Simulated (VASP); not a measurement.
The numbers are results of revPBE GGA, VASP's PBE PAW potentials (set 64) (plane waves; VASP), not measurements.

Input for VASP

### KPOINTS
```
Automatic mesh
0
gamma
7 7 3
0 0 0
```

### INCAR
```
SYSTEM=SnSe2
PREC=Accurate; ENCUT=520; LREAL=.False.
LASPH=.True.
EDIFF=1E-7; NELM=100; ALGO=Normal
LMAXMIX=4
ISMEAR=0; SIGMA=0.05
GGA=RE
IBRION=2; NSW=30; ISIF=4
EDIFFG=-0.01
LWAVE=.False.; LCHARG=.False.
```

**POSCAR**
```
SnSe2
1
    1.9321145948    -3.3465208681     0.0000000000
    1.9321145948     3.3465208681     0.0000000000
    0.0000000000     0.0000000000     8.9001792031
Sn Se
1 2
Direct
  0.0000000000   0.0000000000   0.0000000000
  0.3333330000   0.6666670000   0.1774487600
  0.6666670000   0.3333330000   0.8225512400
```

POTCAR, in this order: Sn_d Se (PBE.64 set). Program: vasp_std.

The run wrote:

OUTCAR:
```
 ion  position               nearest neighbor table
   1  0.000  0.000  0.000-   2 2.73   3 2.73   3 2.73   2 2.73   3 2.73   2 2.73
   2  0.333  0.667  0.177-   1 2.73   1 2.73   1 2.73
   3  0.667  0.333  0.823-   1 2.73   1 2.73   1 2.73
  LATTYP: Found a hexagonal cell.
 ALAT       =     3.8642293835
 C/A-ratio  =     2.3032222779
 Subroutine PRICEL returns:
 Original cell was already a primitive cell.
 Subroutine GETGRP returns: Found 12 space group operations
The static configuration has the point symmetry D_3d.
The dynamic configuration has the point symmetry D_3d.
 Subroutine INISYM returns: Found 12 space group operations
 Subroutine IBZKPT returns following result:
 Found     20 irreducible k-points:

 Following reciprocal coordinates:
            Coordinates               Weight
  0.000000  0.000000  0.000000      1.000000
  0.142857  0.000000  0.000000      6.000000
  0.285714 -0.000000  0.000000      6.000000
  0.428571 -0.000000  0.000000      6.000000
  0.142857  0.142857  0.000000      6.000000
  0.285714  0.142857  0.000000     12.000000
  0.428571  0.142857  0.000000      6.000000
  0.285714  0.285714  0.000000      6.000000
  0.000000  0.000000  0.333333      2.000000
  0.142857  0.000000  0.333333      6.000000
  0.000000  0.142857  0.333333      6.000000
  0.285714 -0.000000  0.333333      6.000000
 -0.000000  0.285714  0.333333      6.000000
  0.428571 -0.000000  0.333333      6.000000
 -0.000000  0.428571  0.333333      6.000000
  0.142857  0.142857  0.333333     12.000000
  0.285714  0.142857  0.333333     12.000000
 -0.142857  0.428571  0.333333     12.000000
  0.428571  0.142857  0.333333     12.000000
  0.285714  0.285714  0.333333     12.000000
   k-points           NKPTS =     20   k-points in BZ     NKDIM =     20   number of bands    NBANDS=     17
   number of dos      NEDOS =    301   number of ions     NIONS =      3
...
```

### OSZICAR
```
       N       E                     dE             d eps       ncg     rms          rms(c)
DAV:   1     0.196370972913E+03    0.19637E+03   -0.12001E+04   681   0.153E+03
DAV:   2     0.103919961588E+02   -0.18598E+03   -0.18360E+03   780   0.347E+02
DAV:   3    -0.106774771816E+02   -0.21069E+02   -0.20574E+02   899   0.119E+02
DAV:   4    -0.113100359461E+02   -0.63256E+00   -0.63166E+00   805   0.221E+01
DAV:   5    -0.113296228534E+02   -0.19587E-01   -0.19584E-01  1117   0.386E+00    0.489E+00
DAV:   6    -0.110745776784E+02    0.25505E+00   -0.64419E-01  1026   0.874E+00    0.320E+00
DAV:   7    -0.110634303385E+02    0.11147E-01   -0.18271E-01   925   0.309E+00    0.905E-01
DAV:   8    -0.110634671263E+02   -0.36788E-04   -0.17530E-02   901   0.140E+00    0.269E-01
DAV:   9    -0.110640683546E+02   -0.60123E-03   -0.22753E-03   898   0.391E-01    0.891E-02
DAV:  10    -0.110640198219E+02    0.48533E-04   -0.13087E-04  1093   0.109E-01    0.338E-02
DAV:  11    -0.110639621083E+02    0.57714E-04   -0.22495E-04   925   0.856E-02    0.123E-02
DAV:  12    -0.110639560077E+02    0.61006E-05   -0.62579E-06   927   0.166E-02    0.959E-03
DAV:  13    -0.110639431228E+02    0.12885E-04   -0.14245E-05   914   0.183E-02    0.252E-03
DAV:  14    -0.110639426917E+02    0.43109E-06   -0.35683E-07   836   0.364E-03    0.175E-03
DAV:  15    -0.110639427571E+02   -0.65397E-07   -0.13050E-07   758   0.232E-03
   1 F= -.11063943E+02 E0= -.11063943E+02  d E =-.110639E+02
       N       E                     dE             d eps       ncg     rms          rms(c)
DAV:   1    -0.110684603050E+02   -0.45176E-02   -0.32866E-01   682   0.276E+00    0.178E-01
DAV:   2    -0.110698246055E+02   -0.13643E-02   -0.16622E-02   936   0.771E-01    0.673E-02
DAV:   3    -0.110697433780E+02    0.81228E-04   -0.26006E-04   751   0.134E-01    0.501E-02
DAV:   4    -0.110697171455E+02    0.26232E-04   -0.10100E-04   891   0.817E-02    0.210E-02
DAV:   5    -0.110697131317E+02    0.40138E-05   -0.19320E-05  1021   0.407E-02    0.609E-03
DAV:   6    -0.110697126810E+02    0.45069E-06   -0.21157E-06   915   0.160E-02    0.318E-03
DAV:   7    -0.110697125710E+02    0.11002E-06   -0.49430E-07   876   0.605E-03    0.686E-04
DAV:   8    -0.110697125537E+02    0.17330E-07   -0.11243E-07   749   0.278E-03
   2 F= -.11069713E+02 E0= -.11069713E+02  d E =-.576980E-02
       N       E                     dE             d eps       ncg     rms          rms(c)
DAV:   1    -0.110690498620E+02    0.66271E-03   -0.10266E+00   680   0.488E+00    0.312E-01
DAV:   2    -0.110733225375E+02   -0.42727E-02   -0.52016E-02   925   0.134E+00    0.123E-01
DAV:   3    -0.110730774919E+02    0.24505E-03   -0.80979E-04   758   0.232E-01    0.917E-02
DAV:   4    -0.110730010931E+02    0.76399E-04   -0.30975E-04   896   0.143E-01    0.388E-02
DAV:   5    -0.110729919471E+02    0.91461E-05   -0.60456E-05  1000   0.742E-02    0.107E-02
DAV:   6    -0.110729910898E+02    0.85728E-06   -0.72402E-06   923   0.297E-02    0.561E-03
DAV:   7    -0.110729906366E+02    0.45319E-06   -0.15199E-06   846   0.105E-02    0.115E-03
DAV:   8    -0.110729905946E+02    0.41963E-07   -0.34308E-07   946   0.469E-03
   3 F= -.11072991E+02 E0= -.11072991E+02  d E =-.904784E-02
       N       E                     dE             d eps       ncg     rms          rms(c)
DAV:   1    -0.110931357137E+02   -0.20145E-01   -0.99232E-01   681   0.681E+00    0.754E-01
DAV:   2    -0.110839557980E+02    0.91799E-02   -0.54991E-02   726   0.221E+00    0.421E-01
DAV:   3    -0.110784473112E+02    0.55085E-02   -0.10588E-02   854   0.824E-01    0.182E-01
DAV:   4    -0.110772630216E+02    0.11843E-02   -0.23947E-03   874   0.519E-01    0.471E-02
DAV:   5    -0.110769721492E+02    0.29087E-03   -0.37821E-04   897   0.154E-01    0.265E-02
DAV:   6    -0.110767420870E+02    0.23006E-03   -0.17472E-04   900   0.915E-02    0.693E-03
DAV:   7    -0.110767031771E+02    0.38910E-04   -0.35973E-05   908   0.320E-02    0.717E-03
DAV:   8    -0.110766978367E+02    0.53403E-05   -0.58121E-06   927   0.161E-02    0.232E-03
DAV:   9    -0.110766972662E+02    0.57052E-06   -0.89264E-07   946   0.753E-03    0.606E-04
DAV:  10    -0.110766972479E+02    0.18329E-07   -0.73580E-08   701   0.212E-03
   4 F= -.11076697E+02 E0= -.11076697E+02  d E =-.370665E-02
       N       E                     dE             d eps       ncg     rms          rms(c)
DAV:   1    -0.110895309288E+02   -0.12834E-01   -0.71919E-01   680   0.579E+00    0.642E-01
DAV:   2    -0.110828750888E+02    0.66558E-02   -0.39693E-02   705   0.189E+00    0.359E-01
DAV:   3    -0.110788418387E+02    0.40333E-02   -0.76997E-03   846   0.723E-01    0.155E-01
DAV:   4    -0.110780199261E+02    0.82191E-03   -0.17325E-03   872   0.445E-01    0.397E-02
DAV:   5    -0.110778306542E+02    0.18927E-03   -0.27655E-04   904   0.130E-01    0.222E-02
DAV:   6    -0.110776848634E+02    0.14579E-03   -0.11186E-04   897   0.773E-02    0.576E-03
DAV:   7    -0.110776605744E+02    0.24289E-04   -0.23834E-05   898   0.272E-02    0.595E-03
DAV:   8    -0.110776574309E+02    0.31435E-05   -0.37449E-06   943   0.138E-02    0.196E-03
DAV:   9    -0.110776570975E+02    0.33333E-06   -0.59364E-07   885   0.623E-03    0.483E-04
DAV:  10    -0.110776570946E+02    0.29590E-08   -0.53739E-08   642   0.192E-03
   5 F= -.11077657E+02 E0= -.11077657E+02  d E =-.466650E-02
       N       E                     dE             d eps       ncg     rms          rms(c)
DAV:   1    -0.110776791734E+02   -0.22076E-04   -0.13730E-03   680   0.253E-01    0.281E-02
DAV:   2    -0.110776663832E+02    0.12790E-04   -0.74577E-05   704   0.106E-01    0.157E-02
DAV:   3    -0.110776588336E+02    0.75497E-05   -0.14359E-05   878   0.435E-02    0.681E-03
DAV:   4    -0.110776574745E+02    0.13590E-05   -0.35980E-06   874   0.185E-02    0.160E-03
DAV:   5    -0.110776572032E+02    0.27130E-06   -0.57874E-07   889   0.632E-03    0.911E-04
DAV:   6    -0.110776569342E+02    0.26901E-06   -0.17757E-07   737   0.305E-03    0.268E-04
DAV:   7    -0.110776568690E+02    0.65225E-07   -0.33814E-08   649   0.128E-03
   6 F= -.11077657E+02 E0= -.11077657E+02  d E =-.466627E-02
       N       E                     dE             d eps       ncg     rms          rms(c)
DAV:   1    -0.110776802636E+02   -0.23329E-04   -0.18107E-02   680   0.606E-01    0.393E-02
DAV:   2    -0.110777578493E+02   -0.77586E-04   -0.89620E-04   924   0.146E-01    0.124E-02
DAV:   3    -0.110777570480E+02    0.80131E-06   -0.11583E-05   756   0.236E-02    0.953E-03
DAV:   4    -0.110777576999E+02   -0.65197E-06   -0.24208E-06   933   0.961E-03    0.449E-03
DAV:   5    -0.110777586027E+02   -0.90273E-06   -0.46742E-07   722   0.494E-03    0.111E-03
DAV:   6    -0.110777587170E+02   -0.11437E-06   -0.55484E-08   412   0.231E-03    0.598E-04
DAV:   7    -0.110777586570E+02    0.60073E-07   -0.22513E-08   423   0.131E-03
   7 F= -.11077759E+02 E0= -.11077759E+02  d E =-.101788E-03
```

### OUTCAR
```
------------------------ aborting loop because EDIFF is reached ----------------------------------------
  FORCE on cell =-STRESS in cart. coord.  units (eV):
  Direction    XX          YY          ZZ          XY          YZ          ZX
  --------------------------------------------------------------------------------------
  Total        0.0089341      0.0089341      0.0010034      0.0000000      0.0000000      0.0000000
  in kB        0.1243674      0.1243674      0.0139678      0.0000000      0.0000000      0.0000000
  external PRESSURE =       0.0875675 kB  Pullay stress =       0.0000000 kB
  volume of cell :      115.09
      direct lattice vectors                 reciprocal lattice vectors
     1.951350529 -3.379838523  0.000000000     0.256232795 -0.147936062  0.000000000
     1.951350529  3.379838523  0.000000000     0.256232795  0.147936062  0.000000000
    -0.000000000  0.000000000  8.725572422     0.000000000  0.000000000  0.114605662
 POSITION                                       TOTAL-FORCE (eV/Angst)
 -----------------------------------------------------------------------------------
      0.00000     -0.00000      0.00000         0.000000     -0.000000      0.000000
      1.95135      1.12662      1.59690        -0.000000      0.000000     -0.001487
      1.95135     -1.12662      7.12867        -0.000000     -0.000000      0.001487
 -----------------------------------------------------------------------------------
    total drift:                                0.000000      0.000000      0.000000
  FREE ENERGIE OF THE ION-ELECTRON SYSTEM (eV)
  ---------------------------------------------------
  free  energy   TOTEN  =       -11.0777586570 eV

  energy  without entropy=      -11.0777586570  energy(sigma->0) =      -11.07775866

 reached required accuracy - stopping structural energy minimisation
```
(Selected blocks of OUTCAR.)

**CONTCAR**
```
SnSe2
   1.00000000000000
     1.9513505291719762   -3.3798385232515731    0.0000000000000000
     1.9513505291719762    3.3798385232515731    0.0000000000000000
    -0.0000000000000000    0.0000000000000000    8.7255724223195354
  Sn              Se
     1     2
Direct
     0.0000000000000000    0.0000000000000000    0.0000000000000000
     0.3333330000000032    0.6666669999999968    0.1830138697272863
     0.6666669999999968    0.3333330000000032    0.8169861302727137
```

File OUTCAR:
```
 val. band max:        0.7602327985   @ k =   0.1429   0.0000   0.0000

 cond. band min:       1.6806587775   @ k =  -0.0000   0.4286   0.3333


 Fermi energy:         1.0371414979

 k-point     1 :       0.0000    0.0000    0.0000
  band No.  band energies     occupation
      1     -20.3596      2.00000
      2     -20.3596      2.00000
      3     -20.3340      2.00000
      4     -20.3245      2.00000
      5     -20.3245      2.00000
      6     -12.3940      2.00000
      7     -11.1690      2.00000
      8      -4.6834      2.00000
      9      -0.0966      2.00000
     10       0.3048      2.00000
     11       0.3048      2.00000
     12       0.6693      2.00000
     13       0.6693      2.00000
     14       2.1482      0.00000
     15       3.8528      0.00000
     16       5.3184      0.00000
     17       5.3184      0.00000

 k-point     2 :       0.1429    0.0000    0.0000
  band No.  band energies     occupation
      1     -20.3655      2.00000
      2     -20.3538      2.00000
      3     -20.3305      2.00000
      4     -20.3276      2.00000
      5     -20.3242      2.00000
      6     -12.2178      2.00000
      7     -11.0552      2.00000
      8      -4.7628      2.00000
      9      -0.9870      2.00000
     10      -0.1992      2.00000
     11      -0.1925      2.00000
     12       0.0290      2.00000
     13       0.7602      2.00000
     14       2.8216      0.00000
     15       4.5115      0.00000
     16       5.3416      0.00000
     17       5.7158      0.00000

 k-point     3 :       0.2857   -0.0000    0.0000
  band No.  band energies     occupation
      1     -20.3814      2.00000
      2     -20.3447      2.00000
      3     -20.3367      2.00000
      4     -20.3194      2.00000
      5     -20.3180      2.00000
      6     -11.7384      2.00000
      7     -10.8032      2.00000
      8      -5.2112      2.00000
      9      -2.4225      2.00000
     10      -1.1424      2.00000
     11      -0.8732      2.00000
...
```

Without a dispersion term in the relaxation, distances and binding between the weakly bound layers, chains or molecules are unreliable, and so is what depends on them. Unless said otherwise, spin-orbit coupling is left out, though it shifts the bands of the heavy elements here.

The compound is SnSe2 in the 1T layered structure. This cell is one point of a volume scan, at 0.97 of the reference volume. Symmetry was kept, so distortions that lower it aren't found.
